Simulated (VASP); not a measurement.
SnMo: relaxation of cell and atoms with PBE

The system is SnMo.

```
Sn Mo
1.0
     3.60454    0.00000    0.00000
     0.00000    3.60454    0.00000
     0.00000    0.00000    3.60454
Sn Mo
1 1
Direct
  0.50000 0.50000 0.50000
  0.00000 0.00000 0.00000
```

The cell was built by a generator and needn't be a form met in nature.

The cell isn't the ideal one: random cell by space group and Wyckoff sites (Pm-3m, No. 221).

```
Program                : VASP 6.6.1
Task                   : relaxation of cell and atoms
Functional             : PBE
Potentials or basis    : VASP PAW PBE potentials, release 64 (Sn_d, Mo_sv)
Cutoff                 : 600 eV
k mesh                 : 6 × 6 × 6
Occupations            : gaussian, width 0.1 eV
Spin                   : no spin polarisation
Dipole correction      : no
Further INCAR settings : ALGO = Normal; EDIFF = 1e-07; IBRION = 2; EDIFFG = -0.04; NSW = 90; ISIF = 3
```

- Relaxed volume: 18.57 Å³/atom
- Relaxed cell: a = 3.337 Å, b = 3.337 Å, c = 3.337 Å, α = 90.00°, β = 90.00°, γ = 90.00°
- Space group after relaxing (to 0.05 Å): Pm-3m (No. 221)
- Energy gained by relaxing: 390.1 meV/atom
- Ionic steps: 4
- Pressure after relaxing: -0.3 GPa
- Band gap on the k mesh: none (metal or under the smearing width)

The path:
```csv
step,energy change (eV),largest force (eV/Å),pressure (GPa),volume (Å³)
1,0.0000,0.0000,-20.36,46.83
2,0.3096,0.0000,57.54,29.42
3,-0.7792,0.0000,-1.24,37.37
4,-0.7803,0.0000,-0.33,37.15
```

Final structure:
```yaml
crystal:
  lattice:
    - [3.33659, 0.00000, 0.00000]
    - [0.00000, 3.33659, 0.00000]
    - [0.00000, 0.00000, 3.33659]
  atoms:
    - { symbol: Sn, position: [0.50000, 0.50000, 0.50000] }
    - { symbol: Mo, position: [0.00000, 0.00000, 0.00000] }
```

Levels at points of the mesh, in eV from the Fermi level:
```csv
k point,band 12,band 13,band 14,band 15,band 16,band 17
"(0.00, 0.00, 0.00)",-2.38,0.84,0.84,0.84,2.76,2.76
"(0.50, 0.00, 0.00)",-2.02,-1.46,-1.46,0.83,2.18,7.41
"(0.50, 0.50, 0.00)",-3.03,-2.14,-0.22,-0.22,1.98,3.27
"(0.50, 0.50, 0.50)",-4.62,-3.48,2.08,2.08,3.55,3.55
```

Wall time 60 s on 1 thread of Intel(R) Xeon(R) Platinum 8559C (Emerald Rapids), on a shared host, peak memory 0.18 GiB.

Caveat: the volume moved by over 15 % at a fixed basis, so the end points are rough.
